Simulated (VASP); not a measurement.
**GaAs: single point with PBE**

**The experiment to reproduce.**

“Evidence of valence band perturbations in GaAsN/GaAs(001): A combined variable-angle spectroscopic ellipsometry and modulated photoreflectance investigation”, 2008, arxiv:0805.2212 reports, for a bulk crystal of GaAs at 300 K: band gap 1.418 ± 0.005 eV (direct).

GaAs:

```
Ga As
1.0
     0.00000    2.87296    2.87296
     2.87296    0.00000    2.87296
     2.87296    2.87296    0.00000
Ga As
1 1
Direct
  0.00000 0.00000 0.00000
  0.25000 0.25000 0.25000
```

```yaml
Program: VASP 6.6.1
Task: single point
Functional: PBE
Potentials_or_basis: VASP PAW PBE potentials, release 64 (Ga_d, As)
Cutoff: 350 eV
k_mesh: 10 × 10 × 10
Occupations: gaussian, width 0.02 eV
Spin: no spin polarisation
Further_INCAR_settings: ALGO = Normal; EDIFF = 1e-07
```

| Property | Result |
| --- | --- |
| Pressure | 0.0 GPa |
| Band gap on the k mesh | 0.16 eV, direct |

Levels at points of the mesh, in eV from the valence-band top:
| k point | band 7 | band 8 | band 9 | band 10 | band 11 | band 12 |
| --- | --- | --- | --- | --- | --- | --- |
| (0.00, 0.00, 0.00) | 0.00 | 0.00 | 0.00 | 0.16 | 3.72 | 3.72 |
| (0.50, 0.00, 0.00) | -6.38 | -1.07 | -1.07 | 0.87 | 4.62 | 4.62 |
| (0.50, 0.50, 0.00) | -6.60 | -2.51 | -2.51 | 1.55 | 1.67 | 9.78 |

It took 28 s on 1 thread of Intel(R) Xeon(R) Platinum 8259CL CPU @ 2.50GHz (Skylake/Cascade Lake), on a shared host, peak memory 0.16 GiB.

Against the measured gap of GaAs, 1.418 eV (direct; 300 K; “Evidence of valence band perturbations in GaAsN/GaAs(001): A combined variable-angle spectroscopic ellipsometry and modulated photoreflectance investigation”, 2008, arxiv:0805.2212), the calculated 0.16 eV is off by -1.26 eV. So large a miss can be the level of theory's own, or it may mean another phase, state or a wrong row. 3 values of this kind are on record (1.412 to 1.51 eV); this one was drawn at random among those near their median, those with a stated uncertainty first. Spin-orbit coupling on As, Ga is left out. The value is that of PBE, without temperature or zero-point motion. Semilocal functionals fall short of measured gaps as a rule.

Caveat: the cutoff is under 1.25 times the usual one of these potentials, so pressure, stress and relaxed cells hold a basis-set (Pulay) error.
